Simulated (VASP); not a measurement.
## KRh: band structure with PBEsol

KRh:

```
K Rh
1.0
     3.92662    0.00000    0.00000
     0.00000    3.92662    0.00000
     0.00000    0.00000    3.92662
K Rh
1 1
Direct
  0.00000 0.00000 0.00000
  0.50000 0.50000 0.50000
```

The cell was built by a generator and needn't be a form met in nature.

```
Program                : VASP 6.6.1
Task                   : band structure
Functional             : PBEsol
Potentials or basis    : VASP PAW PBE potentials, release 54 (K_pv, Rh)
Cutoff                 : 450 eV
k mesh                 : 7 × 7 × 7
Occupations            : methfessel-paxton, width 0.2 eV
Spin                   : no spin polarisation
Further INCAR settings : ALGO = Normal; EDIFF = 1.00e-06; ISYM = 0
```

The band gap along the path is none (metal or under the smearing width).

Levels at the corners of the path, in eV from the Fermi level:
| point | band 5 | band 6 | band 7 | band 8 | band 9 | band 10 | band 11 | band 12 |
| --- | --- | --- | --- | --- | --- | --- | --- | --- |
| Γ | -0.97 | -0.97 | -0.03 | -0.03 | -0.03 | 5.87 | 5.87 | 7.69 |
| X | -0.77 | -0.20 | -0.20 | 0.04 | 0.74 | 0.95 | 5.57 | 6.23 |
| M | -0.89 | -0.33 | -0.33 | 0.24 | 1.61 | 3.01 | 3.01 | 5.73 |
| Γ | -0.97 | -0.97 | -0.03 | -0.03 | -0.03 | 5.87 | 5.87 | 7.69 |
| R | -0.53 | -0.53 | 0.26 | 0.26 | 2.73 | 2.73 | 2.73 | 4.12 |
| X | -0.77 | -0.20 | -0.20 | 0.04 | 0.74 | 0.95 | 5.57 | 6.23 |
| M | -0.89 | -0.33 | -0.33 | 0.24 | 1.61 | 3.01 | 3.01 | 5.73 |
| R | -0.53 | -0.53 | 0.26 | 0.26 | 2.73 | 2.73 | 2.73 | 4.12 |

Wall time 30 s on 1 thread of Intel(R) Xeon(R) Platinum 8259CL CPU @ 2.50GHz (Skylake/Cascade Lake), with other jobs on the host, peak memory 0.16 GiB.

Caveat: the log is that of the step along the path at fixed density, whose energy, stress, charges and moments have no meaning.
